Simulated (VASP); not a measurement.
CoS:

```xyz
2
Lattice="3.1098 0.0000 0.0000 0.0000 3.1098 0.0000 0.0000 0.0000 3.1098" Properties=species:S:1:pos:R:3 pbc="T T T"
Co    0.0000    0.0000    0.0000
S     1.5549    1.5549    1.5549
```

Measurements of this composition are mostly on another form, of space group No. 194.

Base run:

| Property | Result |
| --- | --- |
| Program | VASP 6.6.1 |
| Functional | LDA |
| Potentials or basis | VASP PAW LDA potentials, release 64 (Co, S) |
| Cutoff | 520 eV |
| k mesh | 6 × 6 × 6 |
| Occupations | gaussian, width 0.05 eV |
| Spin | collinear spin, ferromagnetic start |
| Starting moments | [2.0, 0.0] μB |
| Hubbard terms | Co d U = 6 eV |

Its results: band gap on the k mesh none (metal or under the smearing width); pressure -6.5 GPa; net moment 2.97 μB per cell; site moments Co +2.65; S +0.20 μB.

Problem. The run is repeated on the same cell with these changes: hubbard terms from Co d U = 6 eV to Co d U = 5 eV. What comes out?

Solution. Band gap on the k mesh none (metal or under the smearing width); pressure -8.7 GPa; net moment 2.81 μB per cell; site moments Co +2.54; S +0.16 μB.

Caveats: a cell with one magnetic atom can't hold antiferromagnetic order, which such compounds often take.
